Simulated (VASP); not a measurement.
Level of theory: PBE GGA, VASP's PBE PAW potentials (set 64) (plane waves; VASP).

VASP input:

File KPOINTS:
```
Automatic mesh
0
Gamma
6 6 6
0 0 0
```

### INCAR
```
SYSTEM = SrCl2
PREC = Accurate
ENCUT = 480
EDIFF = 1E-7
NELM = 100
ALGO = Normal
LREAL = .FALSE.
LASPH = .TRUE.
ISMEAR = 0
SIGMA = 0.05
GGA = PE
LMAXMIX = 4
LWAVE = .FALSE.
LCHARG = .FALSE.
ISIF = 3
IBRION = 2
NSW = 40
EDIFFG = -0.01
PSTRESS = 300
```

File POSCAR:
```
SrCl2
1
    0.0000000000     3.1035837035     3.1035837035
    3.1035837035    -0.0000000000     3.1035837035
    3.1035837035     3.1035837035     0.0000000000
Sr Cl
1 2
Direct
  0.0000000000   0.0000000000   0.0000000000
  0.2500000000   0.2500000000   0.2500000000
  0.7500000000   0.7500000000   0.7500000000
```

POTCAR, in this order: Sr_sv Cl (PBE.64 set). Program: vasp_std.

Output of the run:

**OSZICAR**
```
       N       E                     dE             d eps       ncg     rms          rms(c)
DAV:   1     0.144752324354E+03    0.14475E+03   -0.11799E+04   512   0.131E+03
DAV:   2    -0.482965362777E+01   -0.14958E+03   -0.14631E+03   688   0.257E+02
DAV:   3    -0.110103897487E+02   -0.61807E+01   -0.61747E+01   704   0.571E+01
DAV:   4    -0.112365048874E+02   -0.22612E+00   -0.22609E+00   904   0.878E+00
DAV:   5    -0.112385522428E+02   -0.20474E-02   -0.20473E-02   744   0.765E-01    0.305E+01
DAV:   6    -0.109619050807E+02    0.27665E+00   -0.51441E-01   632   0.435E+00    0.188E+01
DAV:   7    -0.109464626815E+02    0.15442E-01   -0.44541E-01   568   0.443E+00    0.139E+00
DAV:   8    -0.109407118810E+02    0.57508E-02   -0.66698E-02   632   0.161E+00    0.413E-01
DAV:   9    -0.109421119125E+02   -0.14000E-02   -0.22860E-03   672   0.387E-01    0.183E-01
DAV:  10    -0.109428068177E+02   -0.69491E-03   -0.54244E-04   576   0.154E-01    0.597E-02
DAV:  11    -0.109429059260E+02   -0.99108E-04   -0.97864E-05   680   0.587E-02    0.249E-02
DAV:  12    -0.109429152704E+02   -0.93443E-05   -0.12021E-05   576   0.218E-02    0.327E-03
DAV:  13    -0.109429154576E+02   -0.18727E-06   -0.48828E-07   728   0.515E-03    0.353E-03
DAV:  14    -0.109429154243E+02    0.33318E-07   -0.31848E-08   480   0.155E-03
   1 F= 0.25226395E+00 E0= 0.25226395E+00  d E =0.252264E+00
```

### OUTCAR
```
------------------------ aborting loop because EDIFF is reached ----------------------------------------
  FORCE on cell =-STRESS in cart. coord.  units (eV):
  Direction    XX          YY          ZZ          XY          YZ          ZX
  --------------------------------------------------------------------------------------
  Total       11.1752521     11.1752521     11.1752521     -0.0000000      0.0000000      0.0000000
  in kB      299.4660028    299.4660028    299.4660028     -0.0000000      0.0000000      0.0000000
  external PRESSURE =      -0.5339972 kB  Pullay stress =     300.0000000 kB
  volume of cell :       59.79
      direct lattice vectors                 reciprocal lattice vectors
     0.000000000  3.103583704  3.103583704    -0.161104081  0.161104081  0.161104081
     3.103583704  0.000000000  3.103583704     0.161104081 -0.161104081  0.161104081
     3.103583704  3.103583704  0.000000000     0.161104081  0.161104081 -0.161104081
 POSITION                                       TOTAL-FORCE (eV/Angst)
 -----------------------------------------------------------------------------------
      0.00000      0.00000      0.00000        -0.000000     -0.000000     -0.000000
      1.55179      1.55179      1.55179        -0.000000      0.000000     -0.000000
      4.65538      4.65538      4.65538         0.000000     -0.000000      0.000000
 -----------------------------------------------------------------------------------
    total drift:                                0.000000     -0.000000      0.000000
  FREE ENERGIE OF THE ION-ELECTRON SYSTEM (eV)
  ---------------------------------------------------
  free  energy   TOTEN  =       -10.9429154243 eV

  energy  without entropy=      -10.9429154243  energy(sigma->0) =      -10.94291542
  enthalpy is  TOTEN    =         0.2522639472 eV   P V=       11.1951793715

 reached required accuracy - stopping structural energy minimisation
```
(Selected blocks of OUTCAR.)

The compound is SrCl2 in the fluorite structure. It was relaxed first under an external pressure of 30 GPa.
